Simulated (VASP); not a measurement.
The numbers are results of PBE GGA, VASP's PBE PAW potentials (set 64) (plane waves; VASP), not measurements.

A VASP calculation is set up with these files.

KPOINTS:
```
kpoints
0
Gamma
 5 5 5
0 0 0
```

File POSCAR:
```
Mg2Au
1
    0.0000000000     4.1417540000     4.1417540000
    4.1417540000     0.0000000000     4.1417540000
    4.1417540000     4.1417540000     0.0000000000
Mg Au
4 2
Direct
  0.1117620000   0.1312430000   0.1514300000
  0.6091020000   0.1212380000   0.1244040000
  0.1348360000   0.6232050000   0.1174940000
  0.1334380000   0.1262210000   0.6267940000
  0.7524270000   0.7552050000   0.7376860000
  0.5084340000   0.4928880000   0.4921920000
```

**INCAR**
```
SYSTEM = Mg2Au
PREC = Accurate
ENCUT = 300
EDIFF = 1E-6
NELM = 100
ALGO = Normal
LREAL = .FALSE.
LASPH = .TRUE.
ISMEAR = 0
SIGMA = 0.2
GGA = PE
LMAXMIX = 6
LWAVE = .FALSE.
LCHARG = .FALSE.
ISIF = 2
```

POTCAR, in this order: Mg Au (PBE.64 set). Program: vasp_std.

The resulting files:

**OSZICAR**
```
       N       E                     dE             d eps       ncg     rms          rms(c)
DAV:   1     0.893454630533E+02    0.89345E+02   -0.86499E+03  2394   0.838E+02
DAV:   2    -0.814070830697E+01   -0.97486E+02   -0.91695E+02  3299   0.155E+02
DAV:   3    -0.126316324487E+02   -0.44909E+01   -0.43865E+01  2787   0.341E+01
DAV:   4    -0.127029315994E+02   -0.71299E-01   -0.71085E-01  2767   0.457E+00
DAV:   5    -0.127041235552E+02   -0.11920E-02   -0.11918E-02  2679   0.626E-01    0.515E+00
DAV:   6    -0.121874628761E+02    0.51666E+00   -0.36256E+00  2516   0.148E+01    0.358E+00
DAV:   7    -0.121241177222E+02    0.63345E-01   -0.20292E-01  2487   0.347E+00    0.179E+00
DAV:   8    -0.120940711668E+02    0.30047E-01   -0.74101E-02  2725   0.140E+00    0.280E-01
DAV:   9    -0.120926829243E+02    0.13882E-02   -0.47375E-03  2632   0.507E-01    0.191E-01
DAV:  10    -0.120923610056E+02    0.32192E-03   -0.19768E-03  2562   0.262E-01    0.510E-02
DAV:  11    -0.120923608659E+02    0.13972E-06   -0.15865E-04  2650   0.991E-02    0.104E-02
DAV:  12    -0.120923616917E+02   -0.82581E-06   -0.60279E-06  2682   0.198E-02
   1 F= -.12092362E+02 E0= -.12055543E+02  d E =-.736377E-01
```

**OUTCAR**
```
------------------------ aborting loop because EDIFF is reached ----------------------------------------
  FORCE on cell =-STRESS in cart. coord.  units (eV):
  Direction    XX          YY          ZZ          XY          YZ          ZX
  --------------------------------------------------------------------------------------
  Total       -5.3845971     -5.3473717     -5.3288255     -0.0086934      0.0203650     -0.0144694
  in kB      -60.7128895    -60.2931613    -60.0840475     -0.0980207      0.2296216     -0.1631470
  external PRESSURE =     -60.3633661 kB  Pullay stress =       0.0000000 kB
  volume of cell :      142.10
      direct lattice vectors                 reciprocal lattice vectors
     0.000000000  4.141754000  4.141754000    -0.120721800  0.120721800  0.120721800
     4.141754000  0.000000000  4.141754000     0.120721800 -0.120721800  0.120721800
     4.141754000  4.141754000  0.000000000     0.120721800  0.120721800 -0.120721800
 POSITION                                       TOTAL-FORCE (eV/Angst)
 -----------------------------------------------------------------------------------
      1.17076      1.09008      1.00647        -0.272375     -0.572180     -0.698591
      1.01739      3.03800      3.02489        -0.453040      0.467331      0.414081
      3.06779      1.04509      3.13962         0.330420     -0.091283      0.202256
      3.11880      3.14869      1.07544         0.419482      0.237211      0.021863
      6.18319      6.17168      6.24424        -0.001430     -0.040211      0.040706
      4.07996      4.14435      4.14723        -0.023057     -0.000868      0.019685
 -----------------------------------------------------------------------------------
    total drift:                                0.000064      0.000040     -0.000023
  FREE ENERGIE OF THE ION-ELECTRON SYSTEM (eV)
  ---------------------------------------------------
  free  energy   TOTEN  =       -12.0923616917 eV

  energy  without entropy=      -12.0187239862  energy(sigma->0) =      -12.05554284
```
(Selected blocks of OUTCAR.)

**OUTCAR**
```
 val. band max:        3.4522030936   @ k =   0.4000  -0.4000   0.2000

 cond. band min:       3.5998115349   @ k =   0.2000   0.2000   0.4000


 Fermi energy:         3.4963426724

 k-point     1 :       0.0000    0.0000    0.0000
  band No.  band energies     occupation
      1      -3.5571      2.00000
      2      -0.5098      2.00000
      3      -0.5027      2.00000
      4      -0.3731      2.00000
      5      -0.3713      2.00000
      6      -0.3670      2.00000
      7      -0.0984      2.00000
      8      -0.0939      2.00000
      9      -0.0899      2.00000
     10       0.2574      2.00000
     11       0.2602      2.00000
     12       1.8028      2.00000
     13       2.5201      2.00000
     14       4.0990      0.00002
     15       4.1233      0.00001
     16       4.1706      0.00000
     17       4.4238      0.00000
     18       4.5291      0.00000
     19       4.5904      0.00000

 k-point     2 :       0.2000    0.0000    0.0000
  band No.  band energies     occupation
      1      -3.2799      2.00000
      2      -0.5510      2.00000
      3      -0.5439      2.00000
      4      -0.4430      2.00000
      5      -0.3475      2.00000
      6      -0.3080      2.00000
      7      -0.3011      2.00000
      8      -0.0849      2.00000
      9      -0.0739      2.00000
     10       0.2550      2.00000
     11       0.2602      2.00000
     12       1.3647      2.00000
     13       1.9920      2.00000
     14       3.3792      1.59263
     15       3.6605      0.24574
     16       3.6756      0.20499
     17       4.1906      0.00000
     18       4.9194      0.00000
     19       4.9519      0.00000

 k-point     3 :       0.0000    0.2000    0.0000
  band No.  band energies     occupation
      1      -3.2796      2.00000
      2      -0.5581      2.00000
      3      -0.5455      2.00000
      4      -0.4400      2.00000
      5      -0.3460      2.00000
      6      -0.3044      2.00000
      7      -0.2992      2.00000
...
```

At this cut-off the stress carries a Pulay error, which pulls relaxed volumes low. Unless said otherwise, spin-orbit coupling is left out, though it shifts the bands of the heavy elements here.

The structure was generated: Mg2Au was put into an ordered model structure, which need not be its known phase. The cell was not relaxed at this level, atoms are displaced from their ideal sites.
